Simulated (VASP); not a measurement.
Hf:

```
Hf
1.0
     3.19238    0.00000    0.00000
    -1.59619    2.76469    0.00000
     0.00000    0.00000    5.04504
Hf
2
Direct
  0.33333 0.66667 0.25000
  0.66667 0.33333 0.75000
```

| Quantity | Value |
| --- | --- |
| Program | VASP 6.6.1 |
| Task | relaxation of cell and atoms |
| Functional | PBEsol |
| Potentials or basis | VASP PAW PBE potentials, release 64 (Hf_pv) |
| Cutoff | 600 eV |
| k mesh | 6 × 6 × 4 |
| Occupations | gaussian, width 0.1 eV |
| Spin | no spin polarisation |

At the start: pressure -3.4 GPa; volume 22.26 Å³/atom.

Question: Where does the relaxation end?

Answer: Over 8 steps the energy falls by 8.2 meV/atom and the volume is 21.54 Å³/atom (-3.3 %); space group P6_3/mmc (No. 194, to 0.05 Å).

Step by step:
```
step  energy change (eV)  largest force (eV/Å)  pressure (GPa)  volume (Å³)
   1              0.0000                0.0000           -3.45        44.53
   2              0.0038                0.0000            4.27        41.51
   3             -0.0162                0.0000           -0.01        43.07
   4             -0.0162                0.0000            0.07        43.04
   5             -0.0164                0.0000            0.06        43.05
   6             -0.0165                0.0000            0.05        43.05
   7             -0.0164                0.0000           -0.07        43.10
   8             -0.0165                0.0000            0.00        43.07
```

Final structure:
```
CELL_PARAMETERS angstrom
3.14915 0.00000 0.00000
-1.57457 2.72724 0.00000
0.00000 0.00000 5.01531
ATOMIC_POSITIONS crystal
Hf 0.33333 0.66667 0.25000
Hf 0.66667 0.33333 0.75000
```

Caveat: the k mesh is coarse (spacing up to 0.38 Å⁻¹), so the values aren't converged; the PAW data sets were made with another functional, which shifts forces and pressure a little.
